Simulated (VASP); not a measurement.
Write the native input for VASP 6.6.1 that does the following.

* Task: single point
* Functional: LDA
* Potentials or basis: VASP PAW LDA potentials, release 64 (In_d, Se)
* Cutoff: 520 eV
* k mesh: 12 × 12 × 2
* Occupations: gaussian, width 0.02 eV
* Spin: no spin polarisation
* Dipole correction: no
* Further INCAR settings: ALGO = Fast; EDIFF = 1e-06; NBANDS = 48

The structure of InSe lies in POSCAR:

```
InSe
1.0
    3.9721351586      0.0000000000      0.0000000000
   -1.9860675793      3.4399699546      0.0000000000
    0.0000000000      0.0000000000     16.2787492228
In Se
4 4
Direct
    0.0000000000      0.0000000000      0.5842153994
    0.0000000000      0.0000000000      0.4157846006
    0.3333333333      0.6666666667      0.9157807503
    0.3333333333      0.6666666667      0.0842192497
    0.6666666667      0.3333333333      0.8378465847
    0.6666666667      0.3333333333      0.1621534153
    0.3333333333      0.6666666667      0.6620814118
    0.3333333333      0.6666666667      0.3379185882
```

Measurements of this composition are mostly on another form, of space group No. 160.

These files were run (other wordings do the same):

INCAR

```
PREC     = Accurate       # precision mode
ENCUT    = 520            # plane-wave cutoff, eV
EDIFF    = 1E-6           # SCF threshold, eV
ISMEAR   = 0              # smearing method
SIGMA    = 0.02           # smearing width, eV
LREAL    = F              # projectors in reciprocal space
LASPH    = T              # aspherical terms in the spheres
NELM     = 100            # most SCF steps
ALGO     = Fast           # electronic algorithm
ISIF     = 2              # what is computed and relaxed
LWAVE    = F              # write WAVECAR
LCHARG   = T              # write CHGCAR
GGA      = CA             # functional
LELF     = T              # ELF
LVHAR    = T            
NBANDS   = 48             # bands
```

KPOINTS

```
Automatic mesh
0
Gamma
  12 12 2
```

Potentials or basis: VASP PAW LDA potentials, release 64 (In_d, Se).

Command:

```console
$ cat potpaw_LDA.64/In_d/POTCAR potpaw_LDA.64/Se/POTCAR > POTCAR
$ mpirun -np 1 vasp_std > vasp.out
```

Results of the run:

The pressure is 0.1 GPa, the largest force is 0.028 eV/Å and the band gap on the k mesh is 0.20 eV, direct.

Caveat: spin-orbit coupling is left out, which moves the levels of the heavy elements.

Run time: 9.7 min on 1 thread of AMD EPYC 7R13 Processor (Zen 3), on a shared host, peak memory 0.43 GiB.
